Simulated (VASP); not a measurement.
## Si7SnO16 (a cell with a defect): electric field gradients with PBE

Crystal: Si7SnO16 (a cell with a defect).

```
Sn Si O
1.0
    -5.10850    3.97895    2.47825
    10.21700   -7.95790    4.95650
     5.10850    3.97895   -2.47825
Sn Si O
1 7 16
Direct
  0.85660 0.30091 0.45843
  0.85660 0.80092 0.45843
  0.14340 0.19909 0.54157
  0.14340 0.69908 0.54157
  0.85660 0.44909 0.75477
  0.85660 0.94908 0.75477
  0.14340 0.05092 0.24523
  0.14340 0.55092 0.24523
  0.87536 0.38205 0.26992
  0.87536 0.88205 0.26992
  0.49418 0.30272 0.73008
  0.49418 0.80272 0.73008
  0.87536 0.05272 0.61126
  0.87536 0.55272 0.61126
  0.49418 0.13205 0.38874
  0.49418 0.63205 0.38874
  0.96610 0.39578 0.67453
  0.96610 0.89579 0.67453
  0.11704 0.14578 0.32547
  0.11704 0.64579 0.32547
  0.09431 0.29716 0.50000
  0.09431 0.79715 0.50000
  0.09431 0.04716 0.00000
  0.09431 0.54715 0.00000
```

- Program: VASP 6.6.1
- Task: electric field gradients
- Functional: PBE
- Potentials or basis: VASP PAW PBE potentials, release 64 (Sn_d, Si, O)
- Cutoff: 520 eV
- k mesh: 4 × 2 × 3
- Occupations: fermi-dirac, width 0.01 eV
- Spin: no spin polarisation
- Dipole correction: no
- Further INCAR settings: LREAL = Auto; ALGO = Fast; EDIFF = 1e-08; NBANDS = 87

```yaml
Pressure: 18.7 GPa
Largest_force: 18.047 eV/Å
Band_gap_on_the_k_mesh: 5.56 eV, direct
```

Forces on the atoms (eV/Å):
```
Sn   -0.475   0.216  -0.496
Si   -0.235   0.053   0.091
Si    0.364  -0.253   0.435
Si    0.174  -0.165  -0.026
Si    0.204   0.710   0.142
Si    0.180   0.157  -0.074
Si   -0.394   0.351  -0.301
Si   -0.469  -0.676  -0.337
O    -2.349 -13.952  10.419
O    -0.122  -0.162  -0.206
O     0.079   0.217  -0.040
O     0.157   0.134   0.035
O     0.181  -0.141  -0.038
O     0.139  -0.224   0.027
O    -2.355  -4.551 -16.742
O    -0.131   0.220  -0.056
O    16.688   5.646   2.192
O     0.030   0.387   0.161
O    -0.111  -0.393   0.196
O     0.134  -0.340   0.205
O   -11.803  12.855   4.597
O     0.014   0.014  -0.128
O    -0.029  -0.071  -0.077
O     0.130  -0.029   0.019
```

Stress tensor (GPa, compression positive):
```
18.95 -0.01 -0.23
-0.01 18.80  0.12
-0.23  0.12 18.34
```

Levels at points of the mesh, in eV from the valence-band top:
```csv
k point,band 65,band 66,band 67,band 68,band 69,band 70,band 71,band 72,band 73,band 74
"(0.00, 0.00, 0.00)",-0.49,-0.41,-0.29,-0.17,0.00,5.56,7.86,8.06,8.94,9.06
"(0.50, 0.00, 0.00)",-0.46,-0.37,-0.28,-0.25,0.00,6.69,7.16,7.88,8.56,8.83
"(0.00, 0.50, 0.00)",-0.54,-0.41,-0.24,-0.24,-0.05,6.18,6.47,8.81,9.00,9.08
"(0.50, 0.50, 0.00)",-0.50,-0.42,-0.26,-0.16,-0.08,6.89,7.17,7.84,7.94,8.86
```

Electric field gradients, principal values (V/Å²):
```csv
atom,Vxx,Vyy,Vzz
1 Sn,4.274,29.710,-33.984
2 Si,-0.450,-6.910,7.360
3 Si,2.380,9.319,-11.700
4 Si,-0.238,-7.072,7.310
5 Si,1.988,5.135,-7.123
6 Si,-0.250,-7.041,7.290
7 Si,-1.451,-4.124,5.576
8 Si,-4.302,-5.390,9.692
9 O,-25.007,-49.179,74.186
10 O,-28.886,-56.011,84.896
11 O,-26.969,-56.058,83.027
12 O,-27.422,-56.850,84.272
13 O,-26.841,-56.673,83.514
14 O,-28.254,-55.484,83.738
15 O,-24.862,-49.416,74.278
16 O,-26.923,-57.002,83.925
17 O,-27.772,-46.686,74.458
18 O,-30.566,-54.534,85.099
19 O,-31.139,-51.983,83.123
20 O,-29.295,-54.834,84.129
21 O,-33.671,-47.200,80.871
22 O,-36.889,-53.832,90.721
23 O,-36.515,-53.845,90.361
24 O,-37.783,-52.549,90.332
```

Run time: 16 min on 1 thread of Intel(R) Xeon(R) 6975P-C (Granite Rapids) (shared host), peak memory 0.83 GiB.

Caveat: so large a pressure means that the cell lies far from this level's equilibrium, or that cutoff or potentials fall short; spin-orbit coupling is left out, which moves the levels of the heavy elements. A hybrid or GW would open this gap; PBE tends to underestimate it.
